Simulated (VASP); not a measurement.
All values below come from LDA (Ceperley-Alder, Perdew-Zunger), VASP's LDA PAW potentials (set 64) (plane waves; VASP 6.6.1).

A VASP calculation is set up with these files.

**INCAR**
```
SYSTEM = NaF
PREC = Accurate
ENCUT = 520
EDIFF = 1E-7
NELM = 100
ALGO = Normal
LREAL = .FALSE.
LASPH = .TRUE.
ISMEAR = -5
LWAVE = .FALSE.
LCHARG = .TRUE.
LORBIT = 11
NEDOS = 601
ISIF = 2
```

File POSCAR:
```
NaF
1
    0.0000000000     2.2522326456     2.2522326456
    2.2522326456     0.0000000000     2.2522326456
    2.2522326456     2.2522326456     0.0000000000
Na F
1 1
Direct
  0.0000000000   0.0000000000   0.0000000000
  0.5000000000   0.5000000000   0.5000000000
```

File KPOINTS:
```
Automatic
0
Gamma
11 11 11
```

POTCAR, in this order: Na_pv F (LDA.64 set). Program: vasp_std.

What VASP printed:

OSZICAR:
```
       N       E                     dE             d eps       ncg     rms          rms(c)
DAV:   1     0.111436309194E+03    0.11144E+03   -0.82615E+03  1243   0.157E+03
DAV:   2    -0.455205797352E+01   -0.11599E+03   -0.10932E+03  1304   0.375E+02
DAV:   3    -0.101226372984E+02   -0.55706E+01   -0.55572E+01  1421   0.840E+01
DAV:   4    -0.101731404225E+02   -0.50503E-01   -0.50493E-01  1358   0.864E+00
DAV:   5    -0.101736404110E+02   -0.49999E-03   -0.49998E-03  1421   0.880E-01    0.509E+00
DAV:   6    -0.937559237683E+01    0.79805E+00   -0.33927E+00  1458   0.198E+01    0.175E+00
DAV:   7    -0.934763171850E+01    0.27961E-01   -0.34825E-02  1250   0.248E+00    0.956E-01
DAV:   8    -0.933253766271E+01    0.15094E-01   -0.19059E-02  1308   0.369E+00    0.108E-01
DAV:   9    -0.933267999740E+01   -0.14233E-03   -0.17535E-03  1418   0.457E-01    0.753E-02
DAV:  10    -0.933261524019E+01    0.64757E-04   -0.31324E-04  1310   0.228E-01    0.674E-03
DAV:  11    -0.933261541324E+01   -0.17305E-06   -0.13978E-05  1430   0.811E-02    0.304E-03
DAV:  12    -0.933261530285E+01    0.11039E-06   -0.41468E-07  1410   0.137E-02    0.530E-04
DAV:  13    -0.933261529392E+01    0.89267E-08   -0.37494E-08   742   0.264E-03
   1 F= -.93326153E+01 E0= -.93326153E+01  d E =0.000000E+00
```

**OUTCAR**
```
------------------------ aborting loop because EDIFF is reached ----------------------------------------
  FORCE on cell =-STRESS in cart. coord.  units (eV):
  Direction    XX          YY          ZZ          XY          YZ          ZX
  --------------------------------------------------------------------------------------
  Total       -0.0127653     -0.0127653     -0.0127653      0.0000000      0.0000000     -0.0000000
  in kB       -0.8951013     -0.8951013     -0.8951013      0.0000000      0.0000000     -0.0000000
  external PRESSURE =      -0.8951013 kB  Pullay stress =       0.0000000 kB
  volume of cell :       22.85
      direct lattice vectors                 reciprocal lattice vectors
     0.000000000  2.252232646  2.252232646    -0.222001933  0.222001933  0.222001933
     2.252232646  0.000000000  2.252232646     0.222001933 -0.222001933  0.222001933
     2.252232646  2.252232646  0.000000000     0.222001933  0.222001933 -0.222001933
  FREE ENERGIE OF THE ION-ELECTRON SYSTEM (eV)
  ---------------------------------------------------
  free  energy   TOTEN  =        -9.3326152939 eV

  energy  without entropy=       -9.3326152939  energy(sigma->0) =       -9.33261529

 total charge

# of ion       s       p       d       tot
------------------------------------------
    1        0.061   6.005   0.000   6.066
    2        1.720   4.369   0.000   6.089
--------------------------------------------------
tot          1.781  10.374   0.000  12.155
```
(Selected blocks of OUTCAR.)

The compound is NaF in the rock salt structure. It was relaxed first, which changed the volume by -8 %.
